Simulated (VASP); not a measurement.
Calculation: r2SCAN meta-GGA, VASP's PBE PAW potentials (set 64) (plane waves; VASP).

A VASP calculation is set up with these files.

INCAR:
```
ALGO  =  Normal
EDIFF  =  1E-6
EDIFFG  =  -0.02
ENCUT  =  400
IBRION  =  2
ISIF  =  3
ISMEAR  =  0
LASPH  =  .True.
LCHARG  =  .False.
LMIXTAU  =  .True.
LREAL  =  .False.
LWAVE  =  .False.
METAGGA  =  R2SCAN
NELM  =  100
NSW  =  60
PREC  =  Accurate
SIGMA  =  0.05
SYSTEM  =  P
```

KPOINTS:
```
Automatic mesh
0
Gamma
6 6 5
0 0 0
```

### POSCAR
```
P
1
    1.6475575861    -5.4891043949    -0.0000000000
    1.6475575861     5.4891043949     0.0000000000
    0.0000000000     0.0000000000     4.5349303834
P
4
Direct
  0.0955908633   0.9044091367   0.9114704007
  0.4044091367   0.5955908633   0.4114704007
  0.5955908633   0.4044091367   0.5885295993
  0.9044091367   0.0955908633   0.0885295993
```

POTCAR, in this order: P (PBE.64 set). Program: vasp_std.

Output

**OSZICAR**
```
       N       E                     dE             d eps       ncg     rms          rms(c)
DAV:   1     0.396605469851E+02    0.39661E+02   -0.73932E+03  1092   0.100E+03
DAV:   2    -0.360271618976E+02   -0.75688E+02   -0.73441E+02  1408   0.169E+02
DAV:   3    -0.396916146095E+02   -0.36645E+01   -0.36490E+01  1494   0.406E+01
DAV:   4    -0.397366959773E+02   -0.45081E-01   -0.45051E-01  1412   0.525E+00
DAV:   5    -0.397376379476E+02   -0.94197E-03   -0.94165E-03  1502   0.671E-01    0.115E+01
DAV:   6    -0.364836908836E+02    0.32539E+01   -0.31234E-01  1224   0.479E+00    0.762E+00
DAV:   7    -0.348219561194E+02    0.16617E+01   -0.58109E-01  1242   0.573E+00    0.120E+00
DAV:   8    -0.357427507485E+02   -0.92079E+00   -0.29998E-01  1176   0.445E+00    0.288E-01
DAV:   9    -0.358976244926E+02   -0.15487E+00   -0.97682E-02  1290   0.306E+00    0.150E-01
DAV:  10    -0.358539579657E+02    0.43667E-01   -0.26670E-02  1194   0.155E+00    0.162E-01
DAV:  11    -0.358981451238E+02   -0.44187E-01   -0.11227E-02  1164   0.104E+00    0.117E-01
DAV:  12    -0.359066760989E+02   -0.85310E-02   -0.12352E-02  1194   0.107E+00    0.653E-02
DAV:  13    -0.359088595251E+02   -0.21834E-02   -0.80623E-04  1296   0.251E-01    0.417E-02
DAV:  14    -0.359090349091E+02   -0.17538E-03   -0.22245E-05  1474   0.455E-02    0.340E-02
DAV:  15    -0.359092940187E+02   -0.25911E-03   -0.40430E-05  1206   0.613E-02    0.155E-02
DAV:  16    -0.359097007480E+02   -0.40673E-03   -0.26671E-04  1176   0.152E-01    0.517E-03
DAV:  17    -0.359097071446E+02   -0.63966E-05   -0.12857E-05  1368   0.289E-02    0.527E-03
DAV:  18    -0.359097052986E+02    0.18459E-05   -0.71172E-07   810   0.904E-03    0.312E-03
DAV:  19    -0.359097057300E+02   -0.43133E-06   -0.14724E-06   696   0.110E-02
   1 F= -.35909706E+02 E0= -.35909705E+02  d E =-.359097E+02
       N       E                     dE             d eps       ncg     rms          rms(c)
DAV:   1    -0.359101817656E+02   -0.47647E-03   -0.30527E-02  1194   0.112E+00    0.183E-01
DAV:   2    -0.359100562622E+02    0.12550E-03   -0.22159E-03  1464   0.324E-01    0.634E-02
DAV:   3    -0.359099632611E+02    0.93001E-04   -0.20335E-04  1406   0.108E-01    0.305E-02
DAV:   4    -0.359099379843E+02    0.25277E-04   -0.99793E-05  1392   0.684E-02    0.931E-03
DAV:   5    -0.359099358757E+02    0.21086E-05   -0.20390E-05  1206   0.396E-02    0.668E-03
DAV:   6    -0.359099393223E+02   -0.34467E-05   -0.56371E-06  1230   0.226E-02    0.639E-03
DAV:   7    -0.359099392397E+02    0.82677E-07   -0.53712E-07   672   0.779E-03
   2 F= -.35909939E+02 E0= -.35909939E+02  d E =-.233510E-03
       N       E                     dE             d eps       ncg     rms          rms(c)
DAV:   1    -0.359099974062E+02   -0.58084E-04   -0.23893E-03  1188   0.313E-01    0.511E-02
DAV:   2    -0.359099891162E+02    0.82900E-05   -0.17322E-04  1464   0.906E-02    0.176E-02
DAV:   3    -0.359099812180E+02    0.78982E-05   -0.15522E-05  1390   0.296E-02    0.857E-03
DAV:   4    -0.359099794391E+02    0.17789E-05   -0.83970E-06  1320   0.201E-02    0.263E-03
DAV:   5    -0.359099789655E+02    0.47362E-06   -0.15204E-06   702   0.121E-02
   3 F= -.35909979E+02 E0= -.35909979E+02  d E =-.273236E-03
```

### OUTCAR
```
------------------------ aborting loop because EDIFF is reached ----------------------------------------
  FORCE on cell =-STRESS in cart. coord.  units (eV):
  Direction    XX          YY          ZZ          XY          YZ          ZX
  --------------------------------------------------------------------------------------
  Total        0.0119611      0.0224900     -0.0137453      0.0000000      0.0000000      0.0000000
  in kB        0.2334615      0.4389709     -0.2682863      0.0000000      0.0000000      0.0000000
  external PRESSURE =       0.1347154 kB  Pullay stress =       0.0000000 kB
  volume of cell :       82.09
      direct lattice vectors                 reciprocal lattice vectors
     1.649956416 -5.483693245 -0.000000000     0.303038308 -0.091179426  0.000000000
     1.649956416  5.483693245  0.000000000     0.303038308  0.091179426 -0.000000000
     0.000000000  0.000000000  4.536168547     0.000000000 -0.000000000  0.220450362
 POSITION                                       TOTAL-FORCE (eV/Angst)
 -----------------------------------------------------------------------------------
      1.64996      4.43657      4.13450         0.000000      0.003871     -0.018978
      1.64996      1.04712      1.86642         0.000000     -0.003871     -0.018978
      1.64996     -1.04712      2.66975         0.000000      0.003871      0.018978
      1.64996     -4.43657      0.40166         0.000000     -0.003871      0.018978
 -----------------------------------------------------------------------------------
    total drift:                                0.000000      0.000000      0.000000
  FREE ENERGIE OF THE ION-ELECTRON SYSTEM (eV)
  ---------------------------------------------------
  free  energy   TOTEN  =       -35.9099789655 eV

  energy  without entropy=      -35.9099787760  energy(sigma->0) =      -35.90997887

 reached required accuracy - stopping structural energy minimisation
```
(Selected blocks of OUTCAR.)

CONTCAR:
```
P
   1.00000000000000
     1.6499564161023204   -5.4836932449384861   -0.0000000000000000
     1.6499564161023204    5.4836932449384861    0.0000000000000000
     0.0000000000000000    0.0000000000000000    4.5361685465046362
  P
     4
Direct
     0.0954761533784925    0.9045238466215074    0.9114529209520356
     0.4045238466215075    0.5954761533784926    0.4114529209520356
     0.5954761533784926    0.4045238466215075    0.5885470790479644
     0.9045238466215074    0.0954761533784925    0.0885470790479644
```

The compound is P in the black structure. This run relaxes it. Symmetry was kept, so distortions that lower it aren't found. The start is the result of an earlier pass.
